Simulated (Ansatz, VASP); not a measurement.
# Ta3BeH: VASP beside Ansatz

File INCAR:

```
PREC = Accurate ; ENCUT = 600
EDIFF = 1E-7 ; ISMEAR = 0
SIGMA = 0.1 ; LREAL = False
LASPH = True ; NELM = 80
ALGO = Normal ; ISIF = 3
LWAVE = False ; LCHARG = False
GGA = PE ; IBRION = 2
NSW = 100 ; EDIFFG = -0.01
```

Contents of KPOINTS:

```
regular mesh
0
Gamma
  8 8 8
```

Contents of POSCAR:

```
Ta3BeH
1.0
    4.3695792216      0.0000000000      0.0000000000
    0.0000000000      4.3695792216      0.0000000000
    0.0000000000      0.0000000000      4.3695792216
Ta Be H
3 1 1
Direct
    0.5000000000      0.5000000000      0.0000000000
    0.5000000000      0.0000000000      0.5000000000
    0.0000000000      0.5000000000      0.5000000000
    0.5000000000      0.5000000000      0.5000000000
    0.0000000000      0.0000000000      0.0000000000
```

Input for Ansatz:

```yaml
crystal:
  lattice:
    - [4.3695792216, 0.0, 0.0]
    - [0.0, 4.3695792216, 0.0]
    - [0.0, 0.0, 4.3695792216]
  atoms:
    - { symbol: Ta, position: [0.5, 0.5, 0.0] }
    - { symbol: Ta, position: [0.5, 0.0, 0.5] }
    - { symbol: Ta, position: [0.0, 0.5, 0.5] }
    - { symbol: Be, position: [0.5, 0.5, 0.5] }
    - { symbol: H, position: [0.0, 0.0, 0.0] }
basis:
  ecutwfc: 420
kpoints:
  mp_grid: { grid: [8, 8, 8] }
hamiltonian:
  xc: pbe
scf:
  occupations: { method: gaussian, width: 0.1 }
output:
  forces: true
  stress: true
  eigenvalues: true
relax:
  adjacent_minimum: "off"
  f_tol: 0.01
  max_steps: 80
  cell: { stress_tol: 0.05 }
```

Change from the starting cell: species swapped into the BaTiO3 type (Pm-3m, No. 221).

Alike in both runs: task relaxation of cell and atoms; functional PBE; k mesh 8 × 8 × 8; occupations gaussian, width 0.1 eV; no spin polarisation.

|  | VASP | Ansatz |
| --- | --- | --- |
| version | VASP 6.6.1 | Ansatz 0.2.0 |
| potentials or method | VASP PAW PBE potentials, release 64 (Ta_pv, Be, H) | scalar-relativistic, plane waves, PAW |
| plane-wave cutoff (eV) | 600 | 420 |
| valence electrons in the cell | 36 | 42 |

|  | VASP | Ansatz | Ansatz less VASP |
| --- | --- | --- | --- |
| gap on the k mesh at the Fermi level, each at its own relaxed structure (eV) | none | none | - |
| relaxed volume (Å³/atom) | 16.73 | 16.72 | -0.009 |
| relaxed cell length with the largest relative difference (Å) | 4.373 | 4.372 | -0.0008 |

A gap of «none» marks a metal or a gap that the smearing closes. The two sets of potentials don't hold the same shells in valence.

Spin-orbit coupling is left out, which matters for the levels of Ta.
